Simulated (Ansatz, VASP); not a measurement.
# CsCaH3 in VASP and in Ansatz

```
Cs Ca H
1.0
     4.62119    0.00000    0.00000
     0.00000    4.62119    0.00000
     0.00000    0.00000    4.62119
Cs Ca H
1 1 3
Direct
  0.00000 0.00000 0.00000
  0.50000 0.50000 0.50000
  0.50000 0.00000 0.50000
  0.00000 0.50000 0.50000
  0.50000 0.50000 0.00000
```

The cell comes from a database or a generator and needn't be the stable form of this composition.

Alike in both runs: task single point; functional LDA; k mesh 6 × 6 × 6; occupations gaussian, width 0.05 eV; no spin polarisation.

```csv
,VASP,Ansatz
version,VASP 6.6.1,Ansatz 0.2.0
potentials or method,"VASP PAW LDA potentials, release 64 (Cs_sv, Ca_sv, H)","scalar-relativistic, plane waves, PAW"
plane-wave cutoff (eV),520,420
valence electrons in the cell,22,22
```

VASP gave:

```
gap on the k mesh at the Fermi level (eV) : 2.79
least direct gap on the mesh (eV)         : 2.79
pressure (GPa)                            : -2.3
```

Problem. Estimate Ansatz's values.

Solution. gap on the k mesh at the Fermi level (eV): 2.81; least direct gap on the mesh (eV): 2.81; pressure (GPa): -2.4.

Caveats: spin-orbit coupling is left out, which moves the levels of the heavy elements. A k mesh can miss the band edges. A hybrid or GW would open this gap; LDA tends to underestimate it.
